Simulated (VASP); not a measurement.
# RuCl2 (P-3m1) in VASP: notebook

One crystal, RuCl2, is run at these levels: PBE; tasks: single point.

Everything below comes from runs of VASP 6.6.1. Logs are shortened: lines on timing, memory, paths and dates and some standing lists are left out, and cuts for length are marked.

## (1) The structure

Symmetry: P-3m1, No. 164, trigonal system. Conventional cell: a = 3.550 Å, b = 3.550 Å, c = 5.726 Å, α = 90.00°, β = 90.00°, γ = 120.00°. Ru (site symmetry -3m) has 6 Cl at 2.51 Å as nearest neighbours. Cl (site symmetry 3m) has 3 Ru at 2.51 Å as nearest neighbours.

The cell comes from a database or a generator and needn't be the stable form of this composition.

## (2) Single point, PBE, collinear spin, zero start

INCAR reads:

```
SYSTEM = RuCl2
PREC     = Accurate       ! precision mode
ENCUT    = 520            ! plane-wave cutoff, eV
EDIFF    = 1E-6           ! SCF threshold, eV
ISMEAR   = 0              ! smearing method
SIGMA    = 0.05           ! smearing width, eV
LREAL    = .FALSE.        ! projectors in reciprocal space
LASPH    = .TRUE.         ! aspherical terms in the spheres
NELM     = 80             ! most SCF steps
ALGO     = Normal         ! electronic algorithm
ISIF     = 2              ! what is computed and relaxed
LWAVE    = .FALSE.        ! write WAVECAR
LCHARG   = .FALSE.        ! write CHGCAR
ISPIN    = 2              ! spin polarisation
MAGMOM   = 0 0 0          ! initial moments
LORBIT   = 11             ! projections on sites
LMAXMIX  = 4              ! l up to which the mixer works
GGA      = PE             ! functional
```

KPOINTS reads:

```
regular mesh
0
G
  6 6 4
  0 0 0
```

POSCAR reads:

```
RuCl2
1.0
    3.5496909800      0.0000000000      0.0000000000
   -1.7748454900      3.0741225600      0.0000000000
    0.0000000000      0.0000000000      5.7263882700
Ru Cl
1 2
Direct
    0.0000000000      0.0000000000      0.0000000000
    0.3333333333      0.6666666667      0.2520000000
    0.6666666667      0.3333333333      0.7480000000
```

Potentials or basis: VASP PAW PBE potentials, release 64 (Ru_pv, Cl).

Run with:

```sh
cat potpaw_PBE.64/Ru_pv/POTCAR potpaw_PBE.64/Cl/POTCAR > POTCAR
mpirun -np 1 vasp_std > vasp.out
```

OUTCAR:

```text
SYSTEM = RuCl2
   PREC = Accurate
   ENCUT = 520
   EDIFF = 1E-6
   ISMEAR = 0
   LREAL = .FALSE.
   LASPH = .TRUE.
   NELM = 80
   ISIF = 2
   ISPIN = 2
   LORBIT = 11
   GGA = PE

 ion  position               nearest neighbor table
   1  0.000  0.000  0.000-   2 2.51   3 2.51   3 2.51   2 2.51   3 2.51   2 2.51
   2  0.333  0.667  0.252-   1 2.51   1 2.51   1 2.51
   3  0.667  0.333  0.748-   1 2.51   1 2.51   1 2.51

  LATTYP: Found a hexagonal cell.
 ALAT       =     3.5496909800
 C/A-ratio  =     1.6132075446

  Lattice vectors:

 A1 = (   3.5496909800,   0.0000000000,   0.0000000000)
 A2 = (  -1.7748454900,   3.0741225600,   0.0000000000)
 A3 = (   0.0000000000,   0.0000000000,   5.7263882700)

Analysis of symmetry for initial positions (statically):
=====================================================================
 Subroutine PRICEL returns:
 Original cell was already a primitive cell.

 Routine SETGRP: Setting up the symmetry group for a
 hexagonal supercell.

 Subroutine GETGRP returns: Found 12 space group operations
 (whereof 12 operations were pure point group operations)
 out of a pool of 24 trial point group operations.

The static configuration has the point symmetry D_3d.

Analysis of symmetry for dynamics (positions and initial velocities):
=====================================================================
 Subroutine PRICEL returns:
 Original cell was already a primitive cell.

 Routine SETGRP: Setting up the symmetry group for a
 hexagonal supercell.

 Subroutine GETGRP returns: Found 12 space group operations
 (whereof 12 operations were pure point group operations)
 out of a pool of 24 trial point group operations.

The dynamic configuration has the point symmetry D_3d.

Analysis of structural, dynamic, and magnetic symmetry:
=====================================================================
 Subroutine PRICEL returns:
 Original cell was already a primitive cell.

 Routine SETGRP: Setting up the symmetry group for a
 hexagonal supercell.

 Subroutine GETGRP returns: Found 12 space group operations
 (whereof 12 operations were pure point group operations)
 out of a pool of 24 trial point group operations.

The overall configuration has the point symmetry D_3d.

 Subroutine INISYM returns: Found 12 space group operations
 (whereof 12 operations are pure point group operations),
 and found     1 'primitive' translations

[... 122 lines left out ...]
   AEXX    =    0.0000 exact exchange contribution
   IVDW    =     0    specifies the selected vdW correction
   LEPSILON=     F    determine dielectric tensor
   LRPA    =     F    only Hartree local field effects (RPA)
 spin polarized calculation
 Gauss-broadening in eV      SIGMA  =   0.05
  energy-cutoff  :      520.00
  volume of cell :       62.49
 maximum number of plane-waves:      1725
 NGX is ok and might be reduce to    28
   NGX = 13   NGY = 13   NGZ = 21

 number of electron      28.0000006 magnetization      -0.0000000

 number of electron      28.0000006 magnetization       0.0000000

 Free energy of the ion-electron system (eV)
  ---------------------------------------------------
  ext. energy  EPLUGINS =         0.00000000
  ---------------------------------------------------
  free energy    TOTEN  =       -13.36378486 eV

  energy without entropy =      -13.36378486  energy(sigma->0) =      -13.36378486

 E-fermi :   5.3822     XC(G=0):  -9.8560

 val. band max:        5.0957567075   @ k =   0.5000   0.0000   0.0000
 cond. band min:       5.7695402831   @ k =   0.1667  -0.0000   0.5000
 fundamental gap:      0.6737835756
 Fermi energy:         5.3822036400

 spin component 1

 k-point     1 :       0.0000    0.0000    0.0000
  band No.  band energies     occupation
      1     -37.1430      1.00000
      2     -37.0170      1.00000
      3     -37.0170      1.00000
      4     -12.0065      1.00000
      5     -11.1331      1.00000
      6      -1.6378      1.00000
[... 480 lines left out ...]
      4     -11.1191      1.00000
      5     -11.1191      1.00000
      6      -0.8185      1.00000
[... 10 lines left out ...]
     17      11.9194      0.00000
     18      12.1474      0.00000
 Fermi energy:         5.3822036400

 spin component 2

 k-point     1 :       0.0000    0.0000    0.0000
  band No.  band energies     occupation
      1     -37.1430      1.00000
      2     -37.0170      1.00000
      3     -37.0170      1.00000
      4     -12.0065      1.00000
      5     -11.1331      1.00000
      6      -1.6378      1.00000
[... 481 lines left out ...]
      5     -11.1191      1.00000
      6      -0.8185      1.00000
[... 10 lines left out ...]
     17      11.9193      0.00000
     18      12.1474      0.00000

------------------------ aborting loop because EDIFF is reached ----------------------------------------

  FORCE on cell =-STRESS in cart. coord.  units (eV):
  Direction    XX          YY          ZZ          XY          YZ          ZX
  --------------------------------------------------------------------------------------
  -------------------------------------------------------------------------------------
  Total       -1.6932033     -1.6932033     -3.6348760     -0.0000000     -0.0000000      0.0000000
  in kB      -43.4137368    -43.4137367    -93.1982309     -0.0000000     -0.0000000      0.0000000
  external PRESSURE =     -60.0085682 kB  Pullay stress =       0.0000000 kB

 VOLUME and BASIS-vectors are now :
 -----------------------------------------------------------------------------
  energy-cutoff  :      520.00
  volume of cell :       62.49
      direct lattice vectors                 reciprocal lattice vectors
     3.549690980  0.000000000  0.000000000     0.281714664  0.162648037  0.000000000
    -1.774845490  3.074122560  0.000000000     0.000000000  0.325296074  0.000000000
     0.000000000  0.000000000  5.726388270     0.000000000  0.000000000  0.174630143

 POSITION                                       TOTAL-FORCE (eV/Angst)
 -----------------------------------------------------------------------------------
      0.00000      0.00000      0.00000         0.000000      0.000000      0.000000
     -0.00000      2.04942      1.44305        -0.000000      0.000000     -1.615729
      1.77485      1.02471      4.28334         0.000000      0.000000      1.615729
 -----------------------------------------------------------------------------------
    total drift:                                0.000000     -0.000000     -0.000000

  FREE ENERGIE OF THE ION-ELECTRON SYSTEM (eV)
  ---------------------------------------------------
  free  energy   TOTEN  =       -13.3637848586 eV

  energy  without entropy=      -13.3637848586  energy(sigma->0) =      -13.36378486

 total charge

# of ion       s       p       d       tot
------------------------------------------
    1        0.208   6.133   6.030  12.371
    2        1.600   3.447   0.000   5.048
    3        1.600   3.447   0.000   5.048
--------------------------------------------------
tot          3.408  13.028   6.030  22.466

 magnetization (x)

# of ion       s       p       d       tot
------------------------------------------
    1       -0.000  -0.000  -0.000  -0.000
    2       -0.000  -0.000   0.000  -0.000
    3       -0.000  -0.000   0.000  -0.000
--------------------------------------------------
tot         -0.000  -0.000  -0.000  -0.000
```

OSZICAR:

```text
N       E                     dE             d eps       ncg     rms          rms(c)
DAV:   1     0.216497110172E+03    0.21650E+03   -0.15407E+04  1928   0.144E+03
DAV:   2    -0.358700829014E+01   -0.22008E+03   -0.21673E+03  2262   0.346E+02
DAV:   3    -0.134568715609E+02   -0.98699E+01   -0.98213E+01  1924   0.735E+01
DAV:   4    -0.136338044501E+02   -0.17693E+00   -0.17674E+00  2128   0.101E+01
DAV:   5    -0.136373679782E+02   -0.35635E-02   -0.35633E-02  2020   0.138E+00    0.124E+01
DAV:   6    -0.134133735235E+02    0.22399E+00   -0.15555E+00  1852   0.949E+00    0.670E+00
DAV:   7    -0.133811702145E+02    0.32203E-01   -0.46280E-01  1846   0.558E+00    0.355E+00
DAV:   8    -0.133638859099E+02    0.17284E-01   -0.91858E-02  1872   0.269E+00    0.279E-01
DAV:   9    -0.133635910831E+02    0.29483E-03   -0.80134E-03  1864   0.615E-01    0.210E-01
DAV:  10    -0.133637107575E+02   -0.11967E-03   -0.12890E-03  1840   0.284E-01    0.584E-02
DAV:  11    -0.133637549356E+02   -0.44178E-04   -0.90039E-05  1994   0.789E-02    0.257E-02
DAV:  12    -0.133637833854E+02   -0.28450E-04   -0.37557E-05  1786   0.474E-02    0.123E-02
DAV:  13    -0.133637847253E+02   -0.13399E-05   -0.20866E-06  1778   0.123E-02    0.631E-03
DAV:  14    -0.133637848586E+02   -0.13326E-06   -0.55528E-07  1000   0.619E-03
   1 F= -.13363785E+02 E0= -.13363785E+02  d E =-.462771E-17  mag=    -0.0000
```

It took 25 s on 1 thread of Intel Xeon 6975P-C (Granite Rapids), shared host; peak memory 0.23 GiB.

Results:

| Property | Result |
| --- | --- |
| Free energy | -13.3638 eV |
| Pressure | -6.0 GPa |
| Largest force | 1.616 eV/Å |
| Band gap on the k mesh | 0.67 eV, indirect (least direct gap 0.88 eV) |
| Net moment | 0.00 μB per cell |
| Valence electrons inside the program's atomic spheres | Ru 12.37; Cl 5.05 |

Forces on the atoms (eV/Å):
```
Ru   0.000  0.000  0.000
Cl   0.000  0.000 -1.616
Cl   0.000  0.000  1.616
```

Stress tensor (GPa, compression positive):
```
-4.34  0.00  0.00
 0.00 -4.34  0.00
 0.00  0.00 -9.32
```

Levels at points of the mesh, in eV from the valence-band top:
Spin up:
| k point | band 11 | band 12 | band 13 | band 14 | band 15 | band 16 | band 17 | band 18 |
| --- | --- | --- | --- | --- | --- | --- | --- | --- |
| (0.00, 0.00, 0.00) | -3.14 | -1.12 | -1.12 | -0.81 | 0.91 | 0.91 | 3.34 | 4.99 |
| (0.50, 0.00, 0.00) | -4.25 | -1.53 | -0.19 | 0.00 | 1.28 | 1.46 | 5.66 | 5.69 |
| (0.00, 0.00, 0.50) | -3.40 | -1.13 | -1.13 | -0.66 | 1.10 | 1.10 | 4.92 | 5.18 |
| (0.50, 0.00, 0.50) | -3.91 | -1.57 | -0.20 | -0.02 | 1.03 | 1.61 | 5.01 | 5.16 |
Spin down:
```csv
k point,band 11,band 12,band 13,band 14,band 15,band 16,band 17,band 18
"(0.00, 0.00, 0.00)",-3.14,-1.12,-1.12,-0.81,0.91,0.91,3.34,4.99
"(0.50, 0.00, 0.00)",-4.25,-1.53,-0.19,0.00,1.28,1.46,5.66,5.69
"(0.00, 0.00, 0.50)",-3.40,-1.13,-1.13,-0.66,1.10,1.10,4.92,5.18
"(0.50, 0.00, 0.50)",-3.91,-1.57,-0.20,-0.02,1.03,1.61,5.01,5.16
```

Caveat: forces of over 1 eV/Å show positions far from the minimum, so gaps and moduli don't describe the material at rest.

[end of part 1 of 2]
